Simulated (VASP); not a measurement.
Crystal: CoSi2.

```xyz
3
Lattice="0.0000 2.6564 2.6564 2.6564 0.0000 2.6564 2.6564 2.6564 0.0000" Properties=species:S:1:pos:R:3 pbc="T T T"
Co    0.0000    0.0000    0.0000
Si    3.9846    3.9846    3.9846
Si    1.3282    1.3282    1.3282
```

The cell comes from a database or a generator and needn't be the stable form of this composition.

* Program: VASP 6.6.1
* Task: relaxation of cell and atoms
* Functional: PBE
* Potentials or basis: VASP PAW PBE potentials, release 64 (Co, Si)
* Cutoff: 600 eV
* k mesh: 13 × 13 × 13
* Occupations: methfessel-paxton, width 0.1 eV
* Spin: no spin polarisation

At the start: pressure 4.8 GPa; volume 12.50 Å³/atom.

How do energy, volume and symmetry change on relaxing?

Over 7 steps the energy falls by 4.7 meV/atom and the volume is 12.82 Å³/atom (+2.6 %); space group Fm-3m (No. 225, to 0.05 Å).

The path:
```tsv
step	energy change (eV)	largest force (eV/Å)	pressure (GPa)	volume (Å³)
1	0.0000	0.0000	4.85	37.49
2	0.0032	0.0000	-4.80	39.58
3	-0.0141	0.0000	0.21	38.46
4	-0.0141	0.0000	-0.17	38.50
5	-0.0141	0.0000	-0.15	38.48
6	-0.0141	0.0000	0.16	38.42
7	-0.0141	0.0000	0.05	38.45
```

Final structure:
```cif
data_structure
_symmetry_space_group_name_H-M 'P 1'
_symmetry_Int_Tables_number 1
_cell_length_a 3.7886
_cell_length_b 3.7886
_cell_length_c 3.7886
_cell_angle_alpha 60.000
_cell_angle_beta 60.000
_cell_angle_gamma 60.000
_cell_volume 38.45
loop_
_atom_site_label
_atom_site_type_symbol
_atom_site_fract_x
_atom_site_fract_y
_atom_site_fract_z
_atom_site_occupancy
Co1 Co 0.00000 0.00000 0.00000 1
Si1 Si 0.75000 0.75000 0.75000 1
Si2 Si 0.25000 0.25000 0.25000 1
```
